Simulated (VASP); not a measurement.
An input for Quantum ESPRESSO's pw.x (written as the equivalent of a VASP run, and not itself run):

```
&CONTROL
  calculation = 'scf'
  pseudo_dir = './pseudo'
  outdir = './out'
  tprnfor = .true.
  tstress = .true.
/
&SYSTEM
  ibrav = 0
  nat = 5
  ntyp = 3
  ecutwfc = 84
  occupations = 'smearing'
  smearing = 'fermi-dirac'
  degauss = 0.00735
  input_dft = 'pz'
/
&ELECTRONS
  conv_thr = 7.3e-08
  electron_maxstep = 100
/
ATOMIC_SPECIES
  Ca 40.078 Ca.upf
  Ge 72.630 Ge.upf
  N 14.007 N.upf
CELL_PARAMETERS angstrom
     4.8041800    0.0000000    0.0000000
     0.0000000    4.8041800    0.0000000
     0.0000000    0.0000000    4.8041800
ATOMIC_POSITIONS crystal
  Ca   0.5000000  0.0000000  0.5000000
  Ca   0.0000000  0.5000000  0.5000000
  Ca   0.5000000  0.5000000  0.0000000
  Ge   0.0000000  0.0000000  0.0000000
  N    0.5000000  0.5000000  0.5000000
K_POINTS automatic
  7 7 7 0 0 0
```

Translate this input to VASP (INCAR, KPOINTS, POSCAR, choice of POTCAR).

One answer among several that fit: 
**POSCAR**
```
Ca3GeN
4.804180
  1.0000000000   0.0000000000   0.0000000000
  0.0000000000   1.0000000000   0.0000000000
  0.0000000000   0.0000000000   1.0000000000
Ca Ge N
3 1 1
direct
  0.5000000000   0.0000000000   0.5000000000
  0.0000000000   0.5000000000   0.5000000000
  0.5000000000   0.5000000000   0.0000000000
  0.0000000000   0.0000000000   0.0000000000
  0.5000000000   0.5000000000   0.5000000000
```

**INCAR**
```
ALGO = Normal
EDIFF = 1E-6
ENCUT = 400
ISIF = 2
ISMEAR = -1
LASPH = .True.
LCHARG = .False.
LMAXMIX = 4
LREAL = .False.
LWAVE = .False.
NELM = 100
PREC = Accurate
SIGMA = 0.1
SYSTEM = Ca3GeN
```

File KPOINTS:
```
Automatic mesh
0
Gamma
7 7 7
0 0 0
```

POTCAR, in this order: Ca_sv Ge_d N (LDA.64 set). Program: vasp_std.

Limits of the translation: the potentials are each code's own (VASP's PAW set, PseudoDojo norm-conserving files in pw.x), so ENCUT and ecutwfc are chosen apart and not converted; conv_thr bounds pw.x's estimated SCF error, while EDIFF bounds the energy change between steps.

The structure comes from a computed database's Ca3GeN entry; how it stands against other phases isn't given here. The cell was not relaxed at this level.
